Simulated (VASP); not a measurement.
Given:

```yaml
crystal:
  lattice:
    - [3.64140, 0.00000, 0.00000]
    - [0.00000, 3.64140, 0.00000]
    - [0.00000, 0.00000, 3.64140]
  atoms:
    - { symbol: Al, position: [0.00000, 0.00000, 0.00000] }
    - { symbol: Ni, position: [0.00000, 0.50000, 0.50000], spin: 0.5 }
    - { symbol: Ni, position: [0.50000, 0.00000, 0.50000], spin: 0.5 }
    - { symbol: Ni, position: [0.50000, 0.50000, 0.00000], spin: 0.5 }
```

These are PBE GGA, VASP's PBE PAW potentials (set 64) (plane waves; VASP) values and carry that method's errors. Numerical set-up: 520 eV cut-off, 8×8×8 Γ-centred mesh, first-order Methfessel-Paxton smearing of 0.10 eV, potentials Al_GW Ni.

Give the stress tensor in GPa (positive for a compressed cell).

```
-9.54   0.00   0.00
 0.00  -9.54   0.00
 0.00   0.00  -9.54
```
The pressure is its mean diagonal, -9.54 GPa.

The compound is Ni3Al in the L1_2 structure. The cell was not relaxed at this level. The run is one of a series of settings (ENCUT = 520, POTCAR Al_GW Ni (PBE.64 set) against the base run), some of them coarse on purpose.
